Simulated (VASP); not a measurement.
P:

```
P
1.0
     1.65820   -5.24200    0.00000
     1.65820    5.24200    0.00000
     0.00000    0.00000    4.37930
P
4
Direct
  0.89838 0.10162 0.08068
  0.60162 0.39838 0.58068
  0.10162 0.89838 0.91932
  0.39838 0.60162 0.41932
```

- Program: VASP 6.6.1
- Task: relaxation of cell and atoms
- Functional: PBE
- Potentials or basis: VASP PAW PBE potentials, release 64 (P)
- Cutoff: 600 eV
- k mesh: 10 × 10 × 8
- Occupations: gaussian, width 0.03 eV
- Spin: no spin polarisation

At the start: pressure 1.8 GPa; volume 19.03 Å³/atom.

How do energy, volume and symmetry change on relaxing?

Over 19 steps the energy falls by 10.1 meV/atom and the volume is 21.14 Å³/atom (+11.1 %); space group Cmce (No. 64, to 0.05 Å).

Step by step:
```
step  energy change (eV)  largest force (eV/Å)  pressure (GPa)  volume (Å³)
   1              0.0000                0.0568            1.77        76.13
   2             -0.0076                0.2475           -0.69        78.48
   3             -0.0095                0.1564            0.05        77.74
   4             -0.0144                0.1391            0.06        78.23
   5             -0.0253                0.1269            0.15        79.70
   6             -0.0317                0.2717            0.48        82.68
   7             -0.0341                0.2307            0.37        83.09
   8             -0.0383                0.1056            0.05        84.34
   9             -0.0388                0.0450           -0.10        84.94
  10             -0.0390                0.0398           -0.07        84.89
  11             -0.0393                0.0247            0.02        84.74
  12             -0.0393                0.0055            0.20        84.44
  13             -0.0395                0.0099            0.11        84.59
  14             -0.0397                0.0068            0.05        84.62
  15             -0.0400                0.0349           -0.13        84.70
  16             -0.0402                0.0185           -0.04        84.62
  17             -0.0402                0.0120            0.00        84.58
  18             -0.0402                0.0104            0.01        84.56
  19             -0.0402                0.0099            0.01        84.56
```

Final structure:
```yaml
crystal:
  lattice:
    - [1.65373, -5.61487, 0.00000]
    - [1.65373, 5.61487, 0.00000]
    - [0.00000, 0.00000, 4.55320]
  atoms:
    - { symbol: P, position: [0.90564, 0.09436, 0.08655] }
    - { symbol: P, position: [0.59436, 0.40564, 0.58655] }
    - { symbol: P, position: [0.09436, 0.90564, 0.91345] }
    - { symbol: P, position: [0.40564, 0.59436, 0.41345] }
```

Caveat: the volume moved by +11 % from the deposited cell, more than functionals usually miss.
